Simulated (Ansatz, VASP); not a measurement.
# NaCaOF: VASP beside Ansatz, part 2 of 2

One calculation is typed for both programs; each brings its own data sets. How far apart do they land? The cell is generated by rule, not measured, and may not be a known phase. The cell is taken from a series of runs on this material, whose earlier steps may have relaxed, scaled, displaced or heated it; both programs get it as it stands.

VASP 6.6.1 and Ansatz 0.2.0.

So far: The starting structure; VASP: relaxation of cell and atoms, PBEsol, pair 1.

The structure was built from a prototype and need not be the compound's stable phase.

## Step 3: Ansatz: relaxation of cell and atoms, PBEsol, pair 1

Level of this step: Ansatz beside VASP: Kohn-Sham DFT, plane waves, PBEsol (Ansatz).

Ansatz runs on its default PAW (the set named soft_2) files.

The same cell, functional and mesh now go to Ansatz, which takes its cutoff from its data sets.

input.yaml

```yaml
crystal:
  lattice:
    - [2.3574139084, 2.3574139084, 0.0]
    - [-2.3574139084, 2.3574139084, 0.0]
    - [0.0, 0.0, 9.4363717402]
  atoms:
    - { symbol: Ca, position: [0.0, 0.0, -0.0003543206] }
    - { symbol: Ca, position: [0.5, 0.5, 0.2503543206] }
    - { symbol: F, position: [0.5, 0.5, 0.5039359859] }
    - { symbol: F, position: [0.0, 0.0, 0.7460640141] }
    - { symbol: Na, position: [0.0, 0.0, 0.5014106334] }
    - { symbol: Na, position: [0.5, 0.5, 0.7485893666] }
    - { symbol: O, position: [0.5, 0.5, 0.0009617917] }
    - { symbol: O, position: [0.0, 0.0, 0.2490382083] }
kpoints:
  mp_grid: { grid: [8, 8, 2] }
hamiltonian:
  xc: pbesol
scf:
  occupations: { method: fixed }
output:
  forces: true
  stress: true
  eigenvalues: true
relax:
  adjacent_minimum: "off"
  f_tol: 0.001
  max_steps: 60
  cell: { stress_tol: 0.01 }
```

The run is started by

```console
ansatz run input.yaml --threads 8 --pin off --max-ram 14336MiB --backend cpu --events-out ev --progress --plain --runs-dir out
```

Numbers of over 12 decimals in the logs are rounded to 6 here.

Log:

```text
Engine: ansatz 0.2.0, x86_64-unknown-linux-gnu
Pseudopotentials: kind: paw
Pseudopotential: Ca, paw, valence charge 10, recommended cutoff 420 eV (normal), Ca.paw.azcp
Pseudopotential: F, paw, valence charge 7, recommended cutoff 420 eV (normal), F.paw.azcp
Pseudopotential: Na, paw, valence charge 9, recommended cutoff 420 eV (normal), Na.paw.azcp
Pseudopotential: O, paw, valence charge 6, recommended cutoff 420 eV (normal), O.paw.azcp
Functional definition: PBEsol
  exchange = pbesol_x
  correlation = pbesol_c
Crystal: 8 atoms, lattice volume = 104.883 Å³
Basis set: ecut = 420 eV, 2063 PW (Γ), exchange–correlation on 48×48×128 points (8 copies of the dense FFT grid, shifted against one another)
Bands: 40, of which v1, the nominal top of the filled ones, is band 32 counted from 1 (31 counted from 0)
Symmetry: 16 space group operations
Space group: P4/nmm (ITA 129), of the structure as read, at distance tolerance 4.7e-5 Å
k-points: 30 of 128
Non-local potential: Ca, projectors of the file, l = 0: 3, l = 1: 2, l = 2: 2
Non-local potential: F, projectors of the file, l = 0: 2, l = 1: 2, l = 2: 1
Non-local potential: Na, projectors of the file, l = 0: 3, l = 1: 2, l = 2: 1
Non-local potential: O, projectors of the file, l = 0: 2, l = 1: 2, l = 2: 1
PAW form: soft (Blöchl's): semilocal exchange-correlation on the pseudo side does not see the compensation charge
PAW frozen core: Ca, regenerated for the run's functional, and the local potential with it (the file was generated under x = pbe(κ = 0.804, μ = 0.219515), c = pbe(β = 0.066725))
PAW frozen core: F, regenerated for the run's functional, and the local potential with it (the file was generated under x = pbe(κ = 0.804, μ = 0.219515), c = pbe(β = 0.066725))
PAW frozen core: Na, regenerated for the run's functional, and the local potential with it (the file was generated under x = pbe(κ = 0.804, μ = 0.219515), c = pbe(β = 0.066725))
PAW frozen core: O, regenerated for the run's functional, and the local potential with it (the file was generated under x = pbe(κ = 0.804, μ = 0.219515), c = pbe(β = 0.066725))
PAW one-centre angular grid: Ca, 110 points (default); XC on 64 Gauss nodes
PAW one-centre angular grid: F, 110 points (default); XC on 64 Gauss nodes
PAW one-centre angular grid: Na, 110 points (default); XC on 64 Gauss nodes
PAW one-centre angular grid: O, 110 points (default); XC on 64 Gauss nodes
Initial density: superposition of atomic densities (neutral atoms: chi_scale 0, normalization atom), corrected by the library's trained network
Initial wavefunctions: pseudopotential atomic-orbital guess
Functional: x = pbesol(κ = 0.804, μ = 0.123457), c = pbesol(β = 0.046)
SCF iter   1: F=—  HF=-9273.901009 eV  |F-HF|=—  |Δ(HF+E_count)|=         —  Δρ=1.34e-2  dr2=1.49e-1  ethr=1.77e-3  ⟨swp⟩=4.9  Hψ=4685  notcnv=0  defer=157
preconditioner: auto → Resta (q_TF=auto, 2.513 Å⁻¹)  ε∞=3.0  [insulator: Δε(μ)=3.368 eV  Ē_g=19.333 eV  n_scr=26 (ndim 8)  ℏωp=27.1 eV  f_vac=0.046  ε∞_Penn≈3.0]
SCF iter   2: F=—  HF=-9273.862913 eV  |F-HF|=—  |Δ(HF+E_count)|=   3.81e-2  Δρ=4.02e-3  dr2=1.07e-2  ethr=2.32e-4  ⟨swp⟩=2.0  Hψ=1920  notcnv=0  defer=178
SCF iter   3: F=—  HF=-9273.860396 eV  |F-HF|=—  |Δ(HF+E_count)|=   2.52e-3  Δρ=1.09e-3  dr2=1.36e-3  ethr=1.68e-5  ⟨swp⟩=2.1  Hψ=1603  notcnv=0  defer=180
SCF iter   4: F=—  HF=-9273.860250 eV  |F-HF|=—  |Δ(HF+E_count)|=   1.45e-4  Δρ=5.39e-4  dr2=2.90e-4  ethr=2.12e-6  ⟨swp⟩=2.8  Hψ=1983  notcnv=0  defer=180
SCF iter   5: F=—  HF=-9273.860213 eV  |F-HF|=—  |Δ(HF+E_count)|=   3.68e-5  Δρ=1.52e-4  dr2=2.47e-5  ethr=4.54e-7  ⟨swp⟩=2.0  Hψ=1487  notcnv=0  defer=163
SCF iter   6: F=—  HF=-9273.859506 eV  |F-HF|=—  |Δ(HF+E_count)|=   7.07e-4  Δρ=4.91e-5  dr2=2.16e-6  ethr=3.86e-8  ⟨swp⟩=2.0  Hψ=2101  notcnv=0  defer=120
SCF iter   7: F=-9273.859507 eV  HF=-9273.859507 eV  |F-HF|=2.50e-8  |Δ(HF+E_count)|=   9.76e-7  Δρ=9.27e-6  dr2=7.29e-8  ethr=1.56e-10  ⟨swp⟩=12.2  Hψ=7664  notcnv=0
SCF 1 converged in 7 iterations: F = -9273.859507 eV  dr2 = 7.29e-8
  greatest PAW one-centre occupation: 0.999 electrons in one spin orbital (limit 2), on the Na atom at site 5 (counted from 0), in its partial waves of l = 0
relax step   1: F+E_penalty+E_count = -9273.85950749 eV  Δ(F+E_penalty+E_count) = +0.000e0 eV  max|allowed force component| = 1.091e-3 eV/Å  Δτ_max = 0.0000 Å  P = -0.017 GPa  Ω = 104.883 Å³  (7 SCF iters, dr2 threshold 1.00e-7 eV, accepted)
[...]
relax step   2: F+E_penalty+E_count = -9273.85955615 eV  Δ(F+E_penalty+E_count) = -4.866e-5 eV  max|allowed force component| = 2.759e-4 eV/Å  Δτ_max = 0.0001 Å  P = -0.002 GPa  Ω = 104.867 Å³  energy of the carried Pulay correction = +4.746e-5 eV  (6 SCF iters, dr2 threshold 1.17e-9 eV, accepted)
[...]
relax step   3: F+E_penalty+E_count = -9273.85951941 eV  Δ(F+E_penalty+E_count) = +3.674e-5 eV  max|allowed force component| = 2.743e-4 eV/Å  Δτ_max = 0.0000 Å  P = -0.002 GPa  Ω = 104.867 Å³  stress off target by 9.61e-3 GPa  SCF on the basis re-selected at this cell (its energy is not comparable with the rows above)  (10 SCF iters)
basis re-selected at this cell: Δ(F+E_penalty+E_count) = +3.674e-5 eV, ΔP = -0.001 GPa vs the last step (what re-selecting the basis moved, of the pressure what is left beyond the Pulay correction that the steps carried, after the strain that the cell walked since its last selection, with what the two solves' SCF thresholds leave and, on support functions, any second-order correction that the steps lacked; it is no m [...]
SCF converged after 10 iterations
Free energy (F): -9273.859519 eV
Harris-Foulkes:  -9273.859519 eV  (|F-HF|=0.00e0)
Internal energy: -9273.859519 eV  (E = F + TS)
E sigma→0 (E₀):  -9273.859519 eV
Fermi energy:    5.969084 eV
--- Per-component energies (eV) ---
  E_band       = -660.711047
  E_kinetic    = 1567.835869
  E_local      = -5168.280898  (includes V_loc(G=0)·N_el)
  E_nonlocal   = 605.399970
  E_hartree    = 1790.996830
  E_xc         = -657.474717
  E_vxc        = -837.829301  (∫ρ·V_xc dr)
  E_paw        = -2872.067218  (= ΣΔE_a)
  E_vpaw       = -409.839026  (= ΣTr[D̂ρ^β])
  E_aug_tail   = 0.008679  (compensation charges beyond the density's cutoff)
  E_ewald      = -4540.780472
  E_core_change = 0.502437  (= ΣΔE_core)
  E_smearing   = -0.000000  (= −TS)
  E_closure    = -0.000000  (closes the sum)
  Σ components = -9273.859519   (vs F -9273.859519, Δ=0.00e0)
--- Forces (eV/Å), atoms counted from 1 ---
  atom   1  Ca     0.00000000     0.00000000     0.00003580
  atom   2  Ca     0.00000000     0.00000000    -0.00003580
  atom   3  F      0.00000000     0.00000000     0.00016684
  atom   4  F      0.00000000     0.00000000    -0.00016684
  atom   5  Na    -0.00000000     0.00000000     0.00007092
  atom   6  Na     0.00000000    -0.00000000    -0.00007092
  atom   7  O      0.00000000     0.00000000     0.00027435
  atom   8  O      0.00000000     0.00000000    -0.00027435
  max |Σ_I F_I| component: 5.05e-29 eV/Å
--- Stress (GPa, compression-positive) ---
        0.001063       0.000000       0.000000
        0.000000       0.001063       0.000000
        0.000000       0.000000      -0.009614
  P = ⅓ Tr σ = -0.0025 GPa (-0.025 kbar)
--- Band table (eV; the first three rows and the last of 30) ---
  k-point 0: bands = [... 28 lower, 5.7591, 5.7591, 5.9691, 5.9691, 9.4426, 9.9760, 11.2919, 12.0937, ... 4 higher]
  k-point 1: bands = [... 28 lower, 5.7597, 5.7597, 5.9680, 5.9680, 9.9795, 10.0014, 10.9231, 11.2817, ... 4 higher]
  k-point 2: bands = [... 28 lower, 5.4893, 5.5708, 5.5994, 5.7774, 9.7930, 10.4156, 11.6385, 12.3250, ... 4 higher]
  k-point 29: bands = [... 28 lower, 5.2360, 5.2360, 5.4204, 5.4204, 10.5474, 10.5474, 13.0110, 13.0110, ... 4 higher]
--- Relaxed structure (2 steps of the walk, 2 accepted, 1 SCFs on fresh bases) ---
  F+E_penalty+E_count = -9273.85951941 eV   max|allowed force component| = 2.743e-4 eV/Å   (the final SCF, on the basis selected at the relaxed cell)
  cell:  # Å, volume = 104.8674 Å³
    - [2.357313, 2.357313, 0.0]
    - [-2.357313, 2.357313, 0.0]
    - [0.0, 0.0, 9.435737]
  atoms:
    - { symbol: Ca, position: [0, 0, -0.00034489] }
    - { symbol: Ca, position: [0.5, 0.5, 0.250345] }
    - { symbol: F, position: [0.5, 0.5, 0.503932] }
    - { symbol: F, position: [0, 0, 0.746068] }
    - { symbol: Na, position: [0, 0, 0.501404] }
    - { symbol: Na, position: [0.5, 0.5, 0.748596] }
    - { symbol: O, position: [0.5, 0.5, 0.000971089] }
    - { symbol: O, position: [0, 0, 0.249029] }
```

The column dr2 measures how far the density is from self-consistency, as an energy; F and HF (Harris–Foulkes) agree once it is small.

## Step 4: Side by side

Known differences besides the potentials themselves: fixed occupations in Ansatz, narrow Gaussian smearing in VASP; the data sets hold 64 valence electrons in Ansatz (on its default PAW (the set named soft_2) files) and 60 in VASP; the cutoff is 420 eV in Ansatz and 600 eV in VASP; Ansatz makes its cores anew for this functional, VASP keeps those of its PBE data sets; Ansatz adds a Pulay correction to the stress that steers its cell, VASP none. Total energies have different zeros and are not compared.

Both answers:

```
                                         quantity  Ansatz    VASP  difference
                                      volume (Å³)  104.87  105.15     -0.27 %
edge a after relaxation, in the typed setting (Å)   3.334   3.337     -0.10 %
edge c after relaxation, in the typed setting (Å)   9.436   9.441     -0.06 %
```

## Step 5: Ansatz: relaxation of cell and atoms, PBEsol, pair 2

The relaxed volume is the usual yardstick between codes: in a stiff, nearly cubic crystal its relative difference is about their pressure difference at one cell divided by the bulk modulus.

The cell is taken from a series of runs on this material, whose earlier steps may have relaxed, scaled, displaced or heated it; both programs get it as it stands.

input.yaml

```yaml
crystal:
  lattice:
    - [2.36, 2.36, 0.0]
    - [-2.36, 2.36, 0.0]
    - [0.0, 0.0, 9.44]
  atoms:
    - { symbol: Ca, position: [0.0, 0.0, 0.0] }
    - { symbol: Ca, position: [0.5, 0.5, 0.25] }
    - { symbol: F, position: [0.5, 0.5, 0.5] }
    - { symbol: F, position: [0.0, 0.0, 0.75] }
    - { symbol: Na, position: [0.0, 0.0, 0.5] }
    - { symbol: Na, position: [0.5, 0.5, 0.75] }
    - { symbol: O, position: [0.5, 0.5, 0.0] }
    - { symbol: O, position: [0.0, 0.0, 0.25] }
kpoints:
  mp_grid: { grid: [6, 6, 2] }
hamiltonian:
  xc: pbesol
scf:
  occupations: { method: gaussian, width: 0.02 }
output:
  forces: true
  stress: true
  eigenvalues: true
relax:
  adjacent_minimum: "off"
  f_tol: 0.005
  max_steps: 80
  cell: { stress_tol: 0.05 }
```

Log:

```text
[...]
Crystal: 8 atoms, lattice volume = 105.154 Å³
Basis set: ecut = 420 eV, 2063 PW (Γ), exchange–correlation on 48×48×128 points (8 copies of the dense FFT grid, shifted against one another)
Bands: 40, of which v1, the nominal top of the filled ones, is band 32 counted from 1 (31 counted from 0)
Symmetry: 16 space group operations
[...]
k-points: 20 of 72
[...]
- [2.357414, 2.357414, 0.0]
    - [-2.357414, 2.357414, 0.0]
    - [0.0, 0.0, 9.436372]
  atoms:
    - { symbol: Ca, position: [0, 0, -0.000354321] }
    - { symbol: Ca, position: [0.5, 0.5, 0.250354] }
    - { symbol: F, position: [0.5, 0.5, 0.503936] }
    - { symbol: F, position: [0, 0, 0.746064] }
    - { symbol: Na, position: [0, 0, 0.501411] }
    - { symbol: Na, position: [0.5, 0.5, 0.748589] }
    - { symbol: O, position: [0.5, 0.5, 0.000961792] }
    - { symbol: O, position: [0, 0, 0.249038] }
[key lines of the parts left out:]
SCF converged after 6 iterations
Free energy (F): -9273.859381 eV
Fermi energy:    7.704134 eV
P = ⅓ Tr σ = -0.0153 GPa (-0.153 kbar)
```

## Step 6: VASP: relaxation of cell and atoms, PBEsol, pair 2

The same cell, functional, mesh and smearing now go to VASP, with its own data sets.

INCAR

```
SYSTEM = NaCaOF
PREC = Accurate
ENCUT = 600
EDIFF = 1E-07
NELM = 120
ISMEAR = 0
SIGMA = 0.02
LREAL = .FALSE.
ALGO = Normal
GGA = PS
NBANDS = 38
LORBIT = 11
LWAVE = .FALSE.
LCHARG = .FALSE.
ISIF = 3
IBRION = 2
NSW = 80
EDIFFG = -0.005
LASPH = .TRUE.
GGA_COMPAT = .FALSE.
NELMIN = 4
EFERMI = MIDGAP
KPAR = 2
```

POSCAR

```
NaCaOF
1.0
    2.3600000000      2.3600000000      0.0000000000
   -2.3600000000      2.3600000000      0.0000000000
    0.0000000000      0.0000000000      9.4400000000
Ca F Na O
2 2 2 2
Direct
    0.0000000000      0.0000000000      0.0000000000
    0.5000000000      0.5000000000      0.2500000000
    0.5000000000      0.5000000000      0.5000000000
    0.0000000000      0.0000000000      0.7500000000
    0.0000000000      0.0000000000      0.5000000000
    0.5000000000      0.5000000000      0.7500000000
    0.5000000000      0.5000000000      0.0000000000
    0.0000000000      0.0000000000      0.2500000000
```

KPOINTS

```
Automatic mesh
0
Gamma
6 6 2
0 0 0
```

PAW data sets: Ca_sv, F, Na_pv and O (PBE family, release 64).

The run is started by

```console
mpirun -np 2 vasp_std
```

Log:

```text
[banner, memory and clock lines left out]
running    2 mpi-ranks, on    1 nodes
[...]
[... a notice as in an earlier step ...]

 LDA part: xc-table for (Slater+PW92), standard interpolation
 POSCAR, INCAR and KPOINTS ok, starting setup
[...]
entering main loop
       N       E                     dE             d eps       ncg     rms          rms(c)
DAV:   1     0.832876230209E+03    0.83288E+03   -0.33757E+04  1520   0.202E+03
DAV:   2     0.615261462762E+02   -0.77135E+03   -0.74314E+03  1646   0.555E+02
DAV:   3    -0.429598740022E+02   -0.10449E+03   -0.10228E+03  1794   0.194E+02
DAV:   4    -0.490944418257E+02   -0.61346E+01   -0.61102E+01  2312   0.450E+01
[...]
DAV:  14    -0.441615957947E+02   -0.28262E-05   -0.37024E-05  2244   0.395E-02    0.502E-03
DAV:  15    -0.441615960723E+02   -0.27754E-06   -0.54204E-06  2312   0.168E-02    0.134E-03
DAV:  16    -0.441615960010E+02    0.71258E-07   -0.55990E-07  2026   0.523E-03
   1 F= -.44161596E+02 E0= -.44161596E+02  d E =-.441616E+02
[... from here on, the cycles between the ionic steps are left out ...]
   2 F= -.44166582E+02 E0= -.44166582E+02  d E =-.498582E-02
   3 F= -.44169499E+02 E0= -.44169499E+02  d E =-.790260E-02
   4 F= -.44170885E+02 E0= -.44170885E+02  d E =-.138591E-02
   5 F= -.44170951E+02 E0= -.44170951E+02  d E =-.145248E-02
   6 F= -.44171303E+02 E0= -.44171303E+02  d E =-.352186E-03
   7 F= -.44171428E+02 E0= -.44171428E+02  d E =-.476810E-03
   8 F= -.44171542E+02 E0= -.44171542E+02  d E =-.114385E-03
   9 F= -.44171544E+02 E0= -.44171544E+02  d E =-.115776E-03
  10 F= -.44171556E+02 E0= -.44171556E+02  d E =-.123076E-04
 trial-energy change:   -0.000012  1 .order   -0.000013   -0.000021   -0.000005
 step:   2.1969(harm=  2.1969)  dis= 0.00063  next Energy=   -44.171557 (dE=-0.132E-04)
 reached required accuracy - stopping structural energy minimisation
```

OUTCAR, selected parts (step 6):

```text
  Total       -0.0008896     -0.0008896      0.0062930      0.0000000      0.0000000      0.0000000
  in kB       -0.0135570     -0.0135570      0.0958984      0.0000000      0.0000000      0.0000000
  external PRESSURE =       0.0229281 kB  Pullay stress =       0.0000000 kB

 POSITION                                       TOTAL-FORCE (eV/Angst)
 -----------------------------------------------------------------------------------
      0.00000     -0.00000      9.43547        -0.000000     -0.000000     -0.000043
      0.00000      2.35977      2.36493         0.000000      0.000000      0.000043
      0.00000      2.35977      4.75997        -0.000000     -0.000000     -0.002795
      0.00000     -0.00000      7.04042         0.000000      0.000000      0.002795
      2.35977      2.35977      4.73487         0.000000     -0.000000      0.000846
      0.00000      2.35977      7.06552        -0.000000      0.000000     -0.000846
      0.00000      2.35977      0.00711        -0.000000      0.000000     -0.000329
      0.00000     -0.00000      2.35297         0.000000     -0.000000      0.000329
 -----------------------------------------------------------------------------------
    total drift:                               -0.000000      0.000000      0.000000

  FREE ENERGIE OF THE ION-ELECTRON SYSTEM (eV)
  ---------------------------------------------------
  free  energy   TOTEN  =       -44.1715559767 eV

  energy  without entropy=      -44.1715559767  energy(sigma->0) =      -44.17155598

[... 1 part as in an earlier step ...]

[... 3 further parts left out ...]
[key lines of the parts left out:]
E-fermi :   3.3753
```

## Step 7: Side by side

What differs besides the data sets and the points named for the pairs above, as far as they apply: the data sets hold 64 valence electrons in Ansatz (on its default PAW (the set named soft_2) files) and 60 in VASP. Total energies have different zeros and are not compared.

Both answers:

```
                                         quantity  Ansatz    VASP  difference
                                      volume (Å³)  104.88  105.14     -0.24 %
edge a after relaxation, in the typed setting (Å)   3.334   3.337     -0.10 %
edge c after relaxation, in the typed setting (Å)   9.436   9.440     -0.04 %
```

## Step 8: Results

| Item | Value |
| --- | --- |
| difference in volume (relaxation of cell and atoms, PBEsol, pair 1) | -0.27 % |
| difference in volume (relaxation of cell and atoms, PBEsol, pair 2) | -0.24 % |

What this shows: The difference in volume is -0.27 % (relaxation of cell and atoms, PBEsol, pair 1), within the 1.2 % picked in this series as the mark of a large difference, as far as the stopping tolerances let one tell. The data sets hold unlike numbers of valence electrons (64 in Ansatz and 60 in VASP), so part of the differences comes from the potentials. Such differences can come from data sets, numerical settings and the points named under the comparisons, not from the functional's error against experiment.

[Lines on the potential files, build, host, timing and source positions are cut from VASP's logs without a mark.]

[Logs are printed without paths, hosts, clocks, repeated set-up lines and the standing remarks that a program may print on its own settings, such as how far it seeks lower states.]

[Hosts, paths, dates, database ids (printed as entryN), source tags and the programs' standing remarks are cut or masked in the printed files.]
